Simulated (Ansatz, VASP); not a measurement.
**BaCaAsF in two plane-wave programs**

One calculation is typed for both programs; each brings its own data sets and cutoff. How far apart do they land? The cell is invented: As first built, before any earlier steps moved the atoms (in the runner's words): it takes the BaCdAsF structure with some of its atoms replaced by other elements, volume scaled by an estimate. It may not be a known or stable phase. The cell is taken from a series of VASP runs on this material, whose earlier steps may have relaxed, scaled or displaced it; both programs get it as it stands.

Program: Ansatz 0.2.0. Level of theory: plane waves, with VASP 6.6.1 beside it; single point at PBE. Results are calculated unless marked as measured.

**1. Set-up**

Symmetry: P4/nmm, No. 129, tetragonal system. Conventional cell: a = 4.766 Å, b = 4.766 Å, c = 9.721 Å, α = 90.00°, β = 90.00°, γ = 90.00°. Nearest to Ba lie 4 F at 2.72 Å and 4 As at 3.84 Å. Nearest to As lie 4 Ca at 2.93 Å and 4 Ba at 3.84 Å. Nearest to Ca lie 4 As at 2.93 Å. Nearest to F lie 4 Ba at 2.72 Å. As first built, before any earlier steps moved the atoms (in the runner's words): sites of the BaCdAsF structure (space group 129) filled with other elements, volume scaled by an estimate. Farther neighbours and most contacts between anions are not listed.

Coordinates:

```xyz
8
Lattice="4.7658 0.0000 0.0000 0.0000 4.7658 0.0000 0.0000 0.0000 9.7206" Properties=species:S:1:pos:R:3 pbc="T T T"
Ba    0.0000    2.3829    8.4065
Ba    2.3829    0.0000    1.3141
As    0.0000    2.3829    3.1482
As    2.3829    0.0000    6.5723
Ca    2.3829    2.3829    4.8603
Ca    0.0000    0.0000    4.8603
F     2.3829    2.3829    0.0000
F     0.0000    0.0000    0.0000
```

**2. VASP: single point, PBE**

With cell and atoms fixed, the geometry can't cause a difference; cores, projectors, grids and the points listed under the comparison can.

Lines of VASP's logs that name or quote its potential files are left out, and so is its time.

Input file INCAR:

```
SYSTEM = BaCaAsF
PREC = Accurate
ENCUT = 520
EDIFF = 1E-06
NELM = 100
ISMEAR = -1
SIGMA = 0.05
LREAL = .FALSE.
ALGO = Normal
GGA = PE
LORBIT = 11
LWAVE = .FALSE.
LCHARG = .FALSE.
KPAR = 4
ISIF = 2
```

Input file POSCAR:

```
BaCaAsF
1.0
    4.7657506371      0.0000000000      0.0000000000
    0.0000000000      4.7657506371      0.0000000000
    0.0000000000      0.0000000000      9.7205753820
Ba As Ca F
2 2 2 2
Direct
    0.0000000000      0.5000000000      0.8648102458
    0.5000000000      0.0000000000      0.1351897542
    0.0000000000      0.5000000000      0.3238745372
    0.5000000000      0.0000000000      0.6761254628
    0.5000000000      0.5000000000      0.5000000000
    0.0000000000      0.0000000000      0.5000000000
    0.5000000000      0.5000000000      0.0000000000
    0.0000000000      0.0000000000      0.0000000000
```

Input file KPOINTS:

```
Automatic mesh
0
Gamma
6 6 3
0 0 0
```

PAW data sets: Ba_sv, As, Ca_sv and F (PBE family, release 64).

Started as:

```console
$ mpirun -np 4 vasp_std
```

Numbers of over 12 decimals in the logs are rounded to 6 here.

The program printed:

```text
[banner, memory and clock lines left out]
running    4 mpi-ranks, on    1 nodes
 distrk:  each k-point on    1 cores,    4 groups
 distr:  one band on    1 cores,    1 groups

 POSCAR found type information on POSCAR BaAsCaF
 POSCAR found :  4 types and       8 ions
 LDA part: xc-table for (Slater+PW92), standard interpolation
 POSCAR, INCAR and KPOINTS ok, starting setup
 FFT: planning ... GRIDC
 FFT: planning ... GRID_SOFT
 FFT: planning ... GRID
 WAVECAR not read
 entering main loop
       N       E                     dE             d eps       ncg     rms          rms(c)
DAV:   1     0.570381125289E+03    0.57038E+03   -0.29731E+04  1528   0.152E+03
DAV:   2     0.112668249875E+02   -0.55911E+03   -0.54460E+03  1966   0.374E+02
DAV:   3    -0.374908689860E+02   -0.48758E+02   -0.48204E+02  2048   0.105E+02
DAV:   4    -0.403366991847E+02   -0.28458E+01   -0.28397E+01  2552   0.205E+01
DAV:   5    -0.404076932667E+02   -0.70994E-01   -0.70982E-01  2032   0.288E+00    0.103E+01
DAV:   6    -0.376160739092E+02    0.27916E+01   -0.12783E+01  1806   0.148E+01    0.520E+00
DAV:   7    -0.375549664180E+02    0.61107E-01   -0.13752E+00  2068   0.492E+00    0.276E+00
DAV:   8    -0.375507443685E+02    0.42220E-02   -0.21735E-01  1832   0.267E+00    0.688E-01
DAV:   9    -0.375554752567E+02   -0.47309E-02   -0.47772E-02  1792   0.101E+00    0.215E-01
DAV:  10    -0.375576234983E+02   -0.21482E-02   -0.62209E-03  1992   0.386E-01    0.108E-01
DAV:  11    -0.375580457391E+02   -0.42224E-03   -0.71029E-04  2112   0.109E-01    0.454E-02
DAV:  12    -0.375581762708E+02   -0.13053E-03   -0.35152E-04  2016   0.960E-02    0.197E-02
DAV:  13    -0.375581757792E+02    0.49167E-06   -0.67485E-05  1760   0.353E-02    0.445E-03
DAV:  14    -0.375581752143E+02    0.56488E-06   -0.74850E-06  1770   0.125E-02
   1 F= -.37558175E+02 E0= -.37558175E+02  d E =-.156055E-06
```

From OUTCAR (step 2):

```text
ion  position               nearest neighbor table
   1  0.000  0.500  0.865-   7 2.72   8 2.72   8 2.72   7 2.72   2 4.27   2 4.27   2 4.27   2 4.27

  LATTYP: Found a simple tetragonal cell.
 ALAT       =     4.7657506371
 C/A-ratio  =     2.0396735210

 Subroutine GETGRP returns: Found 16 space group operations
 (whereof  8 operations were pure point group operations)

The static configuration has the point symmetry D_2d.
 The point group associated with its full space group is D_4h.

 Found     20 irreducible k-points:

   k-points           NKPTS =     20   k-points in BZ     NKDIM =     20   number of bands    NBANDS=     38

   dimension x,y,z NGX =    36 NGY =   36 NGZ =   72
   dimension x,y,z NGXF=    72 NGYF=   72 NGZF=  144

   ENCUT  =  520.0 eV  38.22 Ry    6.18 a.u.   8.86  8.86 18.07*2*pi/ulx,y,z

   NELECT =      64.0000    total number of electrons

 k-points in reciprocal lattice and weights: Automatic mesh
   0.00000000  0.00000000  0.00000000       0.009
   0.16666667  0.00000000  0.00000000       0.037
   0.33333333  0.00000000  0.00000000       0.037
   0.50000000  0.00000000  0.00000000       0.019
   0.16666667  0.16666667  0.00000000       0.037
   0.33333333  0.16666667  0.00000000       0.074
   0.50000000  0.16666667  0.00000000       0.037
   0.33333333  0.33333333  0.00000000       0.037
   0.50000000  0.33333333  0.00000000       0.037
[...]
0.50000000  0.33333333  0.33333333       0.074
   0.50000000  0.50000000  0.33333333       0.019

 average (electrostatic) potential at core
       1 -37.6854       2 -37.6854       3 -50.5444       4 -50.5444       5 -46.8167
       6 -46.8167       7 -77.6011       8 -77.6011

 E-fermi :   2.6325

 k-point     1 :       0.0000    0.0000    0.0000
  band No.  band energies     occupation
    ...
     28       1.0861      2.00000
     29       1.5115      2.00000
     30       1.5115      2.00000
     31       1.8641      2.00000
     32       1.8641      2.00000
     33       3.6328      0.00000
     34       3.7554      0.00000
     35       4.3391      0.00000
     36       4.6800      0.00000
     37       5.5595      0.00000
    ...

 k-point     2 :       0.1667    0.0000    0.0000
  band No.  band energies     occupation
    ...
     28       1.0715      2.00000
     29       1.1873      2.00000
     30       1.5443      2.00000
     31       1.5864      2.00000
     32       1.8490      2.00000
     33       3.7295      0.00000
     34       4.3514      0.00000
     35       4.4299      0.00000
     36       5.0499      0.00000
     37       5.5699      0.00000
    ...

 k-point     3 :       0.3333    0.0000    0.0000
  band No.  band energies     occupation
    ...
     28       0.6998      2.00000
     29       1.1596      2.00000
     30       1.5075      2.00000
     31       1.6282      2.00000
     32       1.8032      2.00000
     33       4.0120      0.00000
     34       4.6976      0.00000
     35       4.8791      0.00000
     36       5.2327      0.00000
     37       5.5309      0.00000
    ...

  Total        0.0185975      0.0185975     -0.0056044      0.0000000      0.0000000     -0.0000000
  in kB        0.1349618      0.1349618     -0.0406712      0.0000000      0.0000000     -0.0000000
  external PRESSURE =       0.0764175 kB  Pullay stress =       0.0000000 kB

  energy-cutoff  :      520.00
  volume of cell :      220.78
      direct lattice vectors                 reciprocal lattice vectors
     4.765750637  0.000000000  0.000000000     0.209830534  0.000000000  0.000000000
     0.000000000  4.765750637  0.000000000     0.000000000  0.209830534  0.000000000
     0.000000000  0.000000000  9.720575382     0.000000000  0.000000000  0.102874569

 POSITION                                       TOTAL-FORCE (eV/Angst)
 -----------------------------------------------------------------------------------
      0.00000      2.38288      8.40645         0.000000      0.000000      0.003281
      2.38288      0.00000      1.31412         0.000000      0.000000     -0.003281
      0.00000      2.38288      3.14825        -0.000000      0.000000     -0.002680
      2.38288      0.00000      6.57233         0.000000      0.000000      0.002680
      2.38288      2.38288      4.86029         0.000000     -0.000000      0.000000
      0.00000      0.00000      4.86029         0.000000      0.000000      0.000000
      2.38288      2.38288      0.00000         0.000000      0.000000      0.000000
      0.00000      0.00000      0.00000         0.000000     -0.000000      0.000000
 -----------------------------------------------------------------------------------
    total drift:                                0.000000      0.000000      0.000000

  FREE ENERGIE OF THE ION-ELECTRON SYSTEM (eV)
  ---------------------------------------------------
  free  energy   TOTEN  =       -37.5581752143 eV

  energy  without entropy=      -37.5581750582  energy(sigma->0) =      -37.55817514

 total charge
# of ion       s       p       d       tot
------------------------------------------
    1        1.999   5.621   0.203   7.823
    2        1.999   5.621   0.203   7.823
    3        1.206   1.578   0.004   2.788
    4        1.206   1.578   0.004   2.788
    5        2.063   5.857   0.276   8.196
    6        2.063   5.857   0.276   8.196
    7        1.735   4.348   0.000   6.082
    8        1.735   4.348   0.000   6.082
--------------------------------------------------
tot         14.006  34.809   0.965  49.780

[... 3 further parts left out ...]
```

Harder data sets than Ba_sv exist (the GW ones), and pressures, volumes and forces can shift noticeably with them.

**3. Ansatz: single point, PBE**

Ansatz runs on its default PAW (the set named soft_2) files.

The same cell, functional, mesh and smearing now go to Ansatz, which takes its cutoff from its data sets.

Input file input.yaml:

```yaml
crystal:
  lattice:
    - [4.7657506371, 0.0, 0.0]
    - [0.0, 4.7657506371, 0.0]
    - [0.0, 0.0, 9.720575382]
  atoms:
    - { symbol: Ba, position: [0.0, 0.5, 0.8648102458] }
    - { symbol: Ba, position: [0.5, 0.0, 0.1351897542] }
    - { symbol: As, position: [0.0, 0.5, 0.3238745372] }
    - { symbol: As, position: [0.5, 0.0, 0.6761254628] }
    - { symbol: Ca, position: [0.5, 0.5, 0.5] }
    - { symbol: Ca, position: [0.0, 0.0, 0.5] }
    - { symbol: F, position: [0.5, 0.5, 0.0] }
    - { symbol: F, position: [0.0, 0.0, 0.0] }
hamiltonian:
  xc: pbe
  pseudopotentials: { kind: paw }
kpoints:
  mp_grid: { grid: [6, 6, 3] }
scf:
  occupations: { method: fermi_dirac, width: 0.05 }
  n_extra_bands: 6
output:
  forces: true
  stress: true
  eigenvalues: true
```

Started as:

```console
$ ansatz run input.yaml --threads 4 --pin off --max-ram 9216MiB --backend cpu --events-out ev --progress --plain --runs-dir out
```

The program printed:

```text
scf.n_extra_bands = 6 over 42 filled bands (N_el = 84.0): the run solves 48 bands
Engine: ansatz 0.2.0, aarch64-unknown-linux-gnu
Pseudopotentials: kind: paw
Pseudopotential: Ba, paw, valence charge 10, recommended cutoff 420 eV (normal), Ba.paw.azcp
Pseudopotential: As, paw, valence charge 15, recommended cutoff 420 eV (normal), As.paw.azcp
Pseudopotential: Ca, paw, valence charge 10, recommended cutoff 420 eV (normal), Ca.paw.azcp
Pseudopotential: F, paw, valence charge 7, recommended cutoff 420 eV (normal), F.paw.azcp
Functional definition: PBE
  parameter kappa = 0.804
  parameter beta = 0.066725
  exchange = pbe_x(kappa = kappa, mu = beta*pi^2/3)
  correlation = pbe_c(beta = beta)
Crystal: 8 atoms, lattice volume = 220.777 Å³
Basis set: ecut = 420 eV, 4257 PW (Γ), exchange–correlation on 64×64×144 points (8 copies of the dense FFT grid, shifted against one another)
Bands: 48, of which v1, the nominal top of the filled ones, is band 42 counted from 1 (41 counted from 0)
Symmetry: 16 space group operations
Space group: P4/nmm (ITA 129), of the structure as read, at distance tolerance 6.0e-5 Å
k-points: 20 of 108
Non-local potential: Ba, projectors of the file, l = 0: 3, l = 1: 2, l = 2: 2, l = 3: 2
Non-local potential: As, projectors of the file, l = 0: 2, l = 1: 2, l = 2: 3, l = 3: 1
Non-local potential: Ca, projectors of the file, l = 0: 3, l = 1: 2, l = 2: 2
Non-local potential: F, projectors of the file, l = 0: 2, l = 1: 2, l = 2: 1
PAW form: soft (Blöchl's): semilocal exchange-correlation on the pseudo side does not see the compensation charge
PAW one-centre angular grid: Ba, 194 points (default); XC on 64 Gauss nodes
PAW one-centre angular grid: As, 590 points (default); XC on 64 Gauss nodes
PAW one-centre angular grid: Ca, 110 points (default); XC on 64 Gauss nodes
PAW one-centre angular grid: F, 110 points (default); XC on 64 Gauss nodes
Initial density: superposition of atomic densities (neutral atoms: chi_scale 0, normalization atom), corrected by the library's trained network
Initial wavefunctions: pseudopotential atomic-orbital guess
Functional: x = pbe(κ = 0.804, μ = 0.219515), c = pbe(β = 0.066725)
SCF iter   1: F=—  HF=-26873.311238 eV  |F-HF|=—  |Δ(HF+E_count)|=         —  Δρ=1.35e-3  dr2=1.19e-2  ethr=1.77e-3  ⟨swp⟩=10.3  Hψ=4209  notcnv=0
preconditioner: auto → Resta (q_TF=auto, 2.322 Å⁻¹)  ε∞=3.9  [insulator: Δε(μ)=1.429 eV  Ē_g=9.243 eV  σ=0.050 eV  W_gap=1.00  n_scr=46 (ndim 8)  ℏωp=15.8 eV  f_vac=0.003  D(μ)=0.00/eV (n_scr^D=0)  ε∞_Penn≈3.9]
SCF iter   2: F=—  HF=-26873.315931 eV  |F-HF|=—  |Δ(HF+E_count)|=   4.69e-3  Δρ=8.33e-4  dr2=2.23e-3  ethr=1.42e-5  ⟨swp⟩=2.1  Hψ=1468  notcnv=0  defer=1
SCF iter   3: F=—  HF=-26873.316047 eV  |F-HF|=—  |Δ(HF+E_count)|=   1.16e-4  Δρ=4.03e-4  dr2=4.93e-4  ethr=2.66e-6  ⟨swp⟩=2.0  Hψ=1390  notcnv=0  defer=1
SCF iter   4: F=—  HF=-26873.316420 eV  |F-HF|=—  |Δ(HF+E_count)|=   3.72e-4  Δρ=2.21e-4  dr2=1.51e-4  ethr=5.87e-7  ⟨swp⟩=2.2  Hψ=1670  notcnv=0  defer=1
SCF iter   5: F=—  HF=-26873.316427 eV  |F-HF|=—  |Δ(HF+E_count)|=   7.56e-6  Δρ=9.94e-5  dr2=4.68e-5  ethr=1.80e-7  ⟨swp⟩=2.1  Hψ=1492  notcnv=0  defer=1
SCF iter   6: F=—  HF=-26873.316783 eV  |F-HF|=—  |Δ(HF+E_count)|=   3.56e-4  Δρ=1.92e-5  dr2=1.02e-6  ethr=5.57e-8  ⟨swp⟩=2.0  Hψ=1244  notcnv=0  defer=1
SCF iter   7: F=—  HF=-26873.316784 eV  |F-HF|=—  |Δ(HF+E_count)|=   2.68e-7  Δρ=7.91e-6  dr2=1.92e-7  ethr=1.21e-9  ⟨swp⟩=2.0  Hψ=1754  notcnv=0  defer=1
SCF iter   8: F=-26873.316784 eV  HF=-26873.316784 eV  |F-HF|=9.28e-9  |Δ(HF+E_count)|=   1.46e-8  Δρ=2.59e-6  dr2=1.76e-8  ethr=1.19e-10  ⟨swp⟩=8.6  Hψ=4129  notcnv=0
SCF 1 converged in 8 iterations: F = -26873.316784 eV  dr2 = 1.76e-8
  greatest PAW one-centre occupation: 0.999 electrons in one spin orbital (limit 2), on the As atom at site 3 (counted from 0), in its partial waves of l = 2
SCF converged after 8 iterations
Free energy (F): -26873.316784 eV
Harris-Foulkes:  -26873.316784 eV  (|F-HF|=9.28e-9)
Internal energy: -26873.316784 eV  (E = F + TS)
E sigma→0 (E₀):  -26873.316784 eV
Entropy (-TS):   -0.000000 eV (-0.000 meV/atom)
Fermi energy:    7.410344 eV
--- Per-component energies (eV) ---
  E_band       = -967.558341
  E_kinetic    = 1513.659367
  E_local      = -7690.593525  (includes V_loc(G=0)·N_el)
  E_nonlocal   = -953.618382
  E_hartree    = 3506.238315
  E_xc         = -931.549648
  E_vxc        = -980.315834  (∫ρ·V_xc dr)
  E_paw        = -16239.784355  (= ΣΔE_a)
  E_vpaw       = 130.828434  (= ΣTr[D̂ρ^β])
  E_aug_tail   = 0.004105  (compensation charges beyond the density's cutoff)
  E_ewald      = -6077.672661
  E_smearing   = -0.000000  (= −TS)
  E_closure    = 0.000000  (closes the sum)
  Σ components = -26873.316784   (vs F -26873.316784, Δ=0.00e0)
--- Forces (eV/Å), atoms counted from 1 ---
  atom   1  Ba     0.00000000     0.00000000     0.09666600
  atom   2  Ba     0.00000000     0.00000000    -0.09666600
  atom   3  As     0.00000000     0.00000000     0.00604576
  atom   4  As     0.00000000     0.00000000    -0.00604576
  atom   5  Ca     0.00000000     0.00000000    -0.00000000
  atom   6  Ca     0.00000000     0.00000000     0.00000000
  atom   7  F      0.00000000     0.00000000    -0.00000000
  atom   8  F      0.00000000     0.00000000     0.00000000
  max |Σ_I F_I| component: 6.33e-17 eV/Å
--- Stress (GPa, compression-positive) ---
       -0.432598       0.000000       0.000000
        0.000000      -0.432598       0.000000
        0.000000       0.000000      -0.328967
  P = ⅓ Tr σ = -0.3981 GPa (-3.981 kbar)
--- Band table (eV; the first three rows and the last of 20) ---
  k-point 0: bands = [... 38 lower, 6.2865, 6.2865, 6.6335, 6.6335, 8.4170, 8.5397, 9.1144, 9.4336, ... 2 higher]
  k-point 1: bands = [... 38 lower, 6.2815, 6.2815, 6.6381, 6.6381, 8.6595, 9.0023, 9.1184, 9.6488, ... 2 higher]
  k-point 2: bands = [... 38 lower, 5.9636, 6.3185, 6.3588, 6.6177, 8.5104, 9.1320, 9.2034, 9.8007, ... 2 higher]
  k-point 19: bands = [... 38 lower, 6.0518, 6.0518, 6.3342, 6.3342, 8.2021, 8.2021, 9.4840, 9.4840, ... 2 higher]
```

Wall time 3.7 s (4 threads of Arm Neoverse V2, shared host); peak memory 0.67 GiB.

The run ends at a pressure of -0.40 GPa, with forces up to 0.097 eV/Å.

**4. Differences**

Known differences besides the potentials themselves: the data sets hold 84 valence electrons in Ansatz (default PAW (the set named soft_2) files) and 64 in VASP; the cutoff is 420 eV in Ansatz and 520 eV in VASP; VASP leaves aspherical gradient terms in its spheres out (LASPH is not set), Ansatz keeps them. Total energies have different zeros and are not compared.

Both answers:

| quantity | Ansatz | VASP | difference |
| --- | --- | --- | --- |
| pressure (GPa) | -0.40 | 0.01 | -0.41 |
| pressure without Ansatz's Pulay correction (GPa) | -0.51 | 0.01 | -0.52 |
| gap on the k mesh (eV) | 1.436 | 1.419 | +0.016 |

At this near-relaxed geometry the largest component of a force difference is 93 meV/Å. A gap on the mesh is an upper bound, since the band edges may lie between its points. Ansatz's pressure holds a Pulay correction of 0.11 GPa; VASP's holds none.

**5. What the set-up changes**

Further runs change the set-up of one program: Ansatz's method, potentials or start, or VASP's data sets, cutoff or form of LDA. The table gives Ansatz less VASP for each quantity, since a change that brings one quantity closer may part another.

| run | r.m.s. force difference (meV/Å) | pressure (GPa) | gap on the k mesh (eV) |
| --- | --- | --- | --- |
| as above | 27 | -0.41 | 0.016 |
| Ansatz's larger PAW set (cutoff 1300 eV) | 27 | -0.41 | 0.016 |
| norm-conserving potentials (cutoff 1320 eV) | 27 | -0.42 | 0.017 |

**6. Outcome**

| Quantity | Value |
| --- | --- |
| r.m.s. force difference (single point, PBE) | 27 meV/Å |

In words: The r.m.s. force difference is 27 meV/Å (single point, PBE), beyond the 12 meV/Å picked in this series as the mark of a large difference. For single point, PBE, no further run moves any of the tabulated differences by more than a quarter of its size. Such differences can come from data sets, numerical settings and the points named under the comparisons, not from the functional's error against experiment.

[Lines on the potential files, build, host, timing and source positions are cut from VASP's logs without a mark.]

[Logs are printed without paths, hosts, clocks, repeated set-up lines and the standing remarks that a program may print on its own settings, such as how far it seeks lower states.]

[Hosts, paths, dates, database ids (printed as entryN), source tags and the programs' standing remarks are cut or masked in the printed files.]
